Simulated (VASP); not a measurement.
A convergence study with VASP on CaO (rock salt): one setting is varied, all else stays as given below, so the limit is that of these other settings. ε∞ is the independent-particle value.

```yaml
crystal:
  lattice:
    - [0.00000, 2.40500, 2.40500]
    - [2.40500, 0.00000, 2.40500]
    - [2.40500, 2.40500, 0.00000]
  atoms:
    - { symbol: Ca, position: [0.00000, 0.00000, 0.00000] }
    - { symbol: O, position: [0.50000, 0.50000, 0.50000] }
```

These are PBEsol GGA, VASP's PBE PAW potentials (set 64) (plane waves; VASP 6.6.1) values and carry that method's errors. The tightest run used: 700 eV cut-off, 8×8×8 Γ-centred mesh, Gaussian smearing of 0.050 eV, potentials Ca_sv O.

```csv
setting,mean ε∞,bands
NBANDS = 9,1.96,9
NBANDS = 10,2.59,10
NBANDS = 12,3.18,12
NBANDS = 16,3.81,16
```

**Question.** These are the cheaper rows. Estimate the results at NBANDS = 136, and how far the last row shown lies from them.

**Answer.** 
```
quantity  tightest run  last row shown is off by
--------  ------------  ------------------------
mean ε∞           4.00                     -0.19
```

Left out are rungs that failed or repeat a setting and relaxations that didn't move; long series are thinned to 24 rows.

The compound is CaO in the rock salt structure. The cell was not relaxed at this level.
